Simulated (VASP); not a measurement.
Computed with PBEsol GGA, VASP's PBE PAW potentials (set 64) (plane waves; VASP).

A VASP calculation is set up with these files.

INCAR:
```
ALGO=Normal
EDIFF=1E-6
EDIFFG=-0.01
ENCUT=480
GGA=PS
IBRION=2
ISIF=3
ISMEAR=0
LASPH=.TRUE.
LCHARG=.FALSE.
LMAXMIX=4
LREAL=.FALSE.
LWAVE=.FALSE.
NELM=100
NSW=60
PREC=Accurate
SIGMA=0.05
SYSTEM=CsCl
```

**KPOINTS**
```
Automatic mesh
0
Gamma
 6 6 6
0 0 0
```

### POSCAR
```
CsCl
1
    4.0720785987    -0.0000000000    -0.0000000000
    0.0000000000     4.0720785987    -0.0000000000
   -0.0000000000     0.0000000000     4.0720785987
Cs Cl
1 1
Direct
  0.0000000000   0.0000000000   0.0000000000
  0.5000000000   0.5000000000   0.5000000000
```

POTCAR, in this order: Cs_sv Cl (PBE.64 set). Program: vasp_std.

Task: What will the output report for the number of irreducible k-points (NKPTS), largest plane-wave count, number of space-group operations, FFT grid (NGX, NGY, NGZ)?

Result: 
- number of irreducible k-points (NKPTS) = 20
- largest plane-wave count = 1640
- number of space-group operations = 48
- FFT grid (NGX, NGY, NGZ) = 30 × 30 × 30

The compound is CsCl in the CsCl type structure. It was relaxed first. The start is the result of an earlier pass.
